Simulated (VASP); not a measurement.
# YMg6Co (Amm2) in VASP: reference runs

How does YMg6Co come out in PBE? The cell is run as given and disturbed.

All numbers are computed with VASP 6.6.1; they aren't measurements. Logs are shortened: lines on timing, memory, paths and dates and some standing lists are left out, and cuts for length are marked.

### Step 1. Starting point

It takes space group Amm2 (No. 38, orthorhombic). The conventional cell has a = 4.958 Å, b = 5.887 Å, c = 11.989 Å, α = 90.00°, β = 90.00°, γ = 90.00°. Around Y (site symmetry mm2) lie 2 Co at 2.99 Å and 10 Mg at 3.13 to 3.35 Å. Co (site symmetry mm2) is surrounded by 8 Mg at 2.86 to 3.09 Å and 2 Y at 2.99 Å. Around Mg (site symmetry mm2) lie 8 Mg at 2.96 to 3.35 Å and 2 Co at 3.09 Å. Mg (site symmetry mm2) is surrounded by 8 Mg at 3.00 to 3.15 Å and 2 Y at 3.13 Å. Mg (site symmetry m) has 6 Mg at 2.85 to 3.15 Å and 2 Co at 2.96 Å and 2 Y at 3.18 Å as nearest neighbours. Mg (site symmetry m) is surrounded by 1 Co at 2.86 Å and 6 Mg at 2.91 to 3.07 Å.

The cell comes from a database or a generator and needn't be the stable form of this composition.

### Step 2. Single point, PBE, collinear spin, ferromagnetic start (atoms moved at random, drawn with an rms of 0.05 Å)

INCAR reads:

```
PREC = Accurate
ENCUT = 520
EDIFF = 1E-7
ISMEAR = -1
SIGMA = 0.05
LREAL = F
LASPH = T
NELM = 100
ALGO = Normal
ISIF = 2
LWAVE = F
LCHARG = T
ISPIN = 2
MAGMOM = 0 2 0 0 0 0 0 0
LORBIT = 11
LMAXMIX = 4
GGA = PE
LELF = T
LVHAR = T
NBANDS = 30
```

KPOINTS reads:

```
regular mesh
0
Gamma
  6 5 5
```

POSCAR reads:

```
YMg6Co
1.0
    4.9579540000      0.0000000000      0.0000000000
    0.0000000000      2.9433620000      5.9947335000
    0.0000000000     -2.9433620000      5.9947335000
Y Co Mg
1 1 6
Direct
    0.5001670000      0.1783560000      0.1910470000
    0.5086610000      0.6467350000      0.6405530000
   -0.0071980000      0.7984090000      0.7909980000
   -0.0063760000      0.3475890000      0.3483690000
    0.0030810000      0.3350670000      0.8164080000
    0.0031180000      0.8213810000      0.3391740000
    0.4990510000      0.1943770000      0.6866640000
    0.4953570000      0.6823840000      0.1863660000
```

Potentials or basis: VASP PAW PBE potentials, release 64 (Y_sv, Co, Mg).

Command:

```console
> cat potpaw_PBE.64/Y_sv/POTCAR potpaw_PBE.64/Co/POTCAR potpaw_PBE.64/Mg/POTCAR > POTCAR
> mpirun -np 1 vasp_std > vasp.out
```

OUTCAR:

```text
PREC = Accurate
   ENCUT = 520
   EDIFF = 1E-7
   ISMEAR = -1
   LREAL = F
   LASPH = T
   NELM = 100
   ISIF = 2
   ISPIN = 2
   LORBIT = 11
   GGA = PE

 ion  position               nearest neighbor table
   1  0.500  0.178  0.191-   2 2.93   2 3.04   4 3.13   6 3.14   6 3.16   4 3.18   5 3.20   5 3.22
                             7 3.30   8 3.33   8 3.35   7 3.38   3 4.00
   2  0.509  0.647  0.641-   7 2.84   8 2.89   6 2.92   1 2.93   5 2.95   6 2.97   5 3.00   3 3.01
                             1 3.04   3 3.13
   3  0.993  0.798  0.791-   6 2.93   4 2.99   5 2.99   2 3.01   4 3.04   2 3.13   8 3.34   7 3.35
                             8 3.36   7 3.39   1 4.00
   4  0.994  0.348  0.348-   3 2.99   3 3.04   8 3.05   7 3.06   8 3.07   5 3.08   7 3.10   6 3.13
                             1 3.13   1 3.18   6 3.55   5 3.60
   5  0.003  0.335  0.816-   6 2.84   7 2.95   2 2.95   7 2.98   3 2.99   2 3.00   6 3.05   4 3.08
                             1 3.20   1 3.22   4 3.60
   6  0.003  0.821  0.339-   5 2.84   2 2.92   3 2.93   2 2.97   8 3.00   5 3.05   8 3.07   4 3.13
                             1 3.14   1 3.16   4 3.55
   7  0.499  0.194  0.687-   2 2.84   8 2.91   5 2.95   8 2.98   5 2.98   4 3.06   4 3.10   1 3.30
                             3 3.35   1 3.38   3 3.39
   8  0.495  0.682  0.186-   2 2.89   7 2.91   7 2.98   6 3.00   4 3.05   4 3.07   6 3.07   1 3.33
                             3 3.34   1 3.35   3 3.36

  LATTYP: Found a base centered orthorhombic cell.
 ALAT       =     5.8867240000
 B/A-ratio  =     2.0366959620
 C/A-ratio  =     0.8422263385

  Lattice vectors:

 A1 = (   0.0000000000,   2.9433620000,  -5.9947335000)
 A2 = (   0.0000000000,   2.9433620000,   5.9947335000)
 A3 = (   4.9579540000,   0.0000000000,   0.0000000000)

Analysis of symmetry for initial positions (statically):
=====================================================================
 Subroutine PRICEL returns:
 Original cell was already a primitive cell.

 Routine SETGRP: Setting up the symmetry group for a
 base centered orthorhombic supercell.

 Subroutine GETGRP returns: Found  1 space group operations
 (whereof  1 operations were pure point group operations)
 out of a pool of  8 trial point group operations.

The static configuration has the point symmetry C_1 .

Analysis of symmetry for dynamics (positions and initial velocities):
=====================================================================
 Subroutine PRICEL returns:
 Original cell was already a primitive cell.

 Routine SETGRP: Setting up the symmetry group for a
 base centered orthorhombic supercell.

 Subroutine GETGRP returns: Found  1 space group operations
 (whereof  1 operations were pure point group operations)
 out of a pool of  8 trial point group operations.

The dynamic configuration has the point symmetry C_1 .

Analysis of structural, dynamic, and magnetic symmetry:
=====================================================================
 Subroutine PRICEL returns:
 Original cell was already a primitive cell.

 Routine SETGRP: Setting up the symmetry group for a
 base centered orthorhombic supercell.

 Subroutine GETGRP returns: Found  1 space group operations
 (whereof  1 operations were pure point group operations)
 out of a pool of  8 trial point group operations.

The overall configuration has the point symmetry C_1 .

 Subroutine INISYM returns: Found  1 space group operations
 (whereof  1 operations are pure point group operations),
 and found     1 'primitive' translations

----------------------------------------------------------------------------------------

                                     Primitive cell

  volume of cell :     174.9629

  direct lattice vectors                    reciprocal lattice vectors
     4.957954000  0.000000000  0.000000000     0.201696103  0.000000000  0.000000000
     0.000000000  2.943362000  5.994733500     0.000000000  0.169873770  0.083406543
     0.000000000 -2.943362000  5.994733500     0.000000000 -0.169873770  0.083406543

  length of vectors
     4.957954000  6.678338835  6.678338835     0.201696103  0.189245209  0.189245209

  position of ions in fractional coordinates (direct lattice)
     0.500167000  0.178356000  0.191047000
     0.508661000  0.646735000  0.640553000
     0.992802000  0.798409000  0.790998000
     0.993624000  0.347589000  0.348369000
     0.003081000  0.335067000  0.816408000
[... 81 lines left out ...]
   LNONCOLLINEAR =      F non collinear calculations
   LSORBIT =      F    spin-orbit coupling
   LASPH  =      T    aspherical Exc in radial PAW
   ENCUT  =  520.0 eV  38.22 Ry    6.18 a.u.   9.22 12.42 12.42*2*pi/ulx,y,z
   NELM   =    100;   NELMIN=  2; NELMDL= -5     # of ELM steps
   EDIFF  = 0.1E-06   stopping-criterion for ELM
   LREAL  =      F    real-space projection
   EDIFFG = 0.1E-05   stopping-criterion for IOM
   NSW    =      0    number of steps for IOM
   IBRION =     -1    ionic relax: 0-MD 1-quasi-New 2-CG
   NFREE  =      0    steps in history (QN), initial steepest desc. (CG)
   ISIF   =      2    stress and relaxation
   ISYM   =      2    0-nonsym 1-usesym 2-fastsym
   POTIM  = 0.5000    time-step for ionic-motion
   TEBEG  =    0.0;   TEEND  =   0.0 temperature during run
   PSTRESS=    0.0 pullay stress
   NELECT =      32.0000    total number of electrons
   NUPDOWN=      -1.0000    fix difference up-down
   EMIN   =  10.00;   EMAX   =-10.00  energy-range for DOS
   EFERMI =   0.00;   METHOD = LEGACY
   ISMEAR =    -1;   SIGMA  =   0.05  broadening in eV -4-tet -1-fermi 0-gaus
   EFERMI_NEDOS =   21; number of points for ismear=-14 and -15
   IALGO  =     38    algorithm
   IMIX   =      4    mixing-type and parameters
     AMIX     =   0.40;   BMIX     =  1.00
     AMIX_MAG =   1.60;   BMIX_MAG =  1.00
  volume/ion in A,a.u.               =      21.87       147.59
  Fermi-wavevector in a.u.,A,eV,Ry     =   0.929272  1.756069 11.749260  0.863546
  Thomas-Fermi vector in A             =   2.055537
   LORBIT       =     11    0 simple, 1 ext, 2 COOP (PROOUT), +10 PAW based schemes
   GGA     = PE    functional components
   LHFCALC =     F    Hartree Fock is set to
   AEXX    =    0.0000 exact exchange contribution
   IVDW    =     0    specifies the selected vdW correction
   LEPSILON=     F    determine dielectric tensor
   LRPA    =     F    only Hartree local field effects (RPA)
 spin polarized calculation
  energy-cutoff  :      520.00
  volume of cell :      174.96
 maximum number of plane-waves:      4740
 NGX is ok and might be reduce to    40
   NGX = 19   NGY = 25   NGZ = 25

 number of electron      32.0000001 magnetization      -0.0244701

 number of electron      32.0000001 magnetization       0.0001175

 Free energy of the ion-electron system (eV)
  ---------------------------------------------------
  ext. energy  EPLUGINS =         0.00000000
  ---------------------------------------------------
  free energy    TOTEN  =       -21.64423761 eV

  energy without entropy =      -21.59723339  energy(sigma->0) =      -21.62073550

 E-fermi :   3.0973     XC(G=0):  -9.0904

 val. band max:        3.0969045855   @ k =   0.5000  -0.4000   0.2000
 cond. band min:       3.1000891584   @ k =  -0.3333   0.0000   0.4000
 fundamental gap:      0.0031845729
 Fermi energy:         3.0972798810

 spin component 1

 k-point     1 :       0.0000    0.0000    0.0000
  band No.  band energies     occupation
      1     -39.4941      1.00000
      2     -19.5610      1.00000
      3     -19.5187      1.00000
      4     -19.4653      1.00000
      5      -3.5572      1.00000
      6       0.0913      1.00000
[... 733 lines left out ...]
     27       7.9878      0.00000
     28       8.2918      0.00000

 [... further k-points ...]

 spin component 2

 k-point     1 :       0.0000    0.0000    0.0000
  band No.  band energies     occupation
      1     -39.4941      1.00000
      2     -19.5610      1.00000
      3     -19.5187      1.00000
      4     -19.4653      1.00000
      5      -3.5572      1.00000
      6       0.0913      1.00000
[... 733 lines left out ...]
     27       7.9878      0.00000
     28       8.2918      0.00000

 [... further k-points ...]

 [bands above 28 left out]

------------------------ aborting loop because EDIFF is reached ----------------------------------------

  FORCE on cell =-STRESS in cart. coord.  units (eV):
  Direction    XX          YY          ZZ          XY          YZ          ZX
  --------------------------------------------------------------------------------------
  -------------------------------------------------------------------------------------
  Total       -0.3052110     -0.2269526     -0.0549359      0.0574361      0.0571816     -0.0234717
  in kB       -2.7948900     -2.0782595     -0.5030611      0.5259561      0.5236256     -0.2149362
  external PRESSURE =      -1.7920702 kB  Pullay stress =       0.0000000 kB

 VOLUME and BASIS-vectors are now :
 -----------------------------------------------------------------------------
  energy-cutoff  :      520.00
  volume of cell :      174.96
      direct lattice vectors                 reciprocal lattice vectors
     4.957954000  0.000000000  0.000000000     0.201696103  0.000000000  0.000000000
     0.000000000  2.943362000  5.994733500     0.000000000  0.169873770  0.083406543
     0.000000000 -2.943362000  5.994733500     0.000000000 -0.169873770  0.083406543

 POSITION                                       TOTAL-FORCE (eV/Angst)
 -----------------------------------------------------------------------------------
      2.47980     -0.03735      2.21447         0.008487      0.027855      0.195044
      2.52192      0.01820      7.71695        -0.046580     -0.001935     -0.111841
      4.92227      0.02181      9.52807         0.013462     -0.092527      0.004296
      4.92634     -0.00230      4.17208         0.103440      0.074666     -0.133725
      0.01528     -1.41676      6.90279        -0.058339     -0.113441      0.236111
      0.01546      1.41931      6.95722        -0.083444      0.042077     -0.061193
      2.47427     -1.44898      5.28161         0.007796      0.034104     -0.150771
      2.45596      1.45996      5.20792         0.055179      0.029200      0.022079
 -----------------------------------------------------------------------------------
    total drift:                               -0.000128     -0.000181     -0.000973

  FREE ENERGIE OF THE ION-ELECTRON SYSTEM (eV)
  ---------------------------------------------------
  free  energy   TOTEN  =       -21.6442376098 eV

  energy  without entropy=      -21.5972333860  energy(sigma->0) =      -21.62073550

 total charge

# of ion       s       p       d       f       tot
--------------------------------------------------
    1        2.232   6.283   0.985   0.015   9.515
    2        0.406   0.204   7.354   0.000   7.965
    3        0.195   0.121   0.012   0.000   0.328
    4        0.237   0.141   0.012   0.000   0.390
    5        0.223   0.142   0.015   0.000   0.380
    6        0.224   0.143   0.016   0.000   0.383
    7        0.217   0.142   0.014   0.000   0.372
    8        0.215   0.139   0.013   0.000   0.367
--------------------------------------------------
tot          3.948   7.315   8.422   0.015  19.700

 magnetization (x)

# of ion       s       p       d       f       tot
--------------------------------------------------
    1       -0.000  -0.000  -0.000   0.000  -0.000
    2        0.000   0.000   0.000   0.000   0.000
    3        0.000  -0.000   0.000   0.000  -0.000
    4        0.000   0.000  -0.000   0.000   0.000
    5       -0.000  -0.000  -0.000   0.000  -0.000
    6       -0.000  -0.000  -0.000   0.000  -0.000
    7        0.000  -0.000  -0.000   0.000   0.000
    8        0.000  -0.000  -0.000   0.000   0.000
--------------------------------------------------
tot         -0.000  -0.000   0.000   0.000   0.000
```

It took 44 min on 1 thread of Intel Xeon Platinum 8259CL at 2.50GHz (Skylake/Cascade Lake), shared host; peak memory 0.87 GiB.

What came out:

| Quantity | Value |
| --- | --- |
| Free energy | -21.6442 eV |
| Pressure | -0.2 GPa |
| Largest force | 0.268 eV/Å |
| Band gap on the k mesh | none (metal or under the smearing width) |
| Net moment | 0.00 μB per cell |
| Valence electrons inside the program's atomic spheres | Y 9.52; Co 7.96; Mg 0.33, 0.39, 0.38, 0.37 |

Forces on the atoms (eV/Å):
```
Y    0.008  0.028  0.195
Co  -0.047 -0.002 -0.112
Mg   0.013 -0.093  0.004
Mg   0.103  0.075 -0.134
Mg  -0.058 -0.113  0.236
Mg  -0.083  0.042 -0.061
Mg   0.008  0.034 -0.151
Mg   0.055  0.029  0.022
```

Caveat: the starting moments collapsed, and a magnetic state may lie lower.

(Part 1 of 2 ends here.)
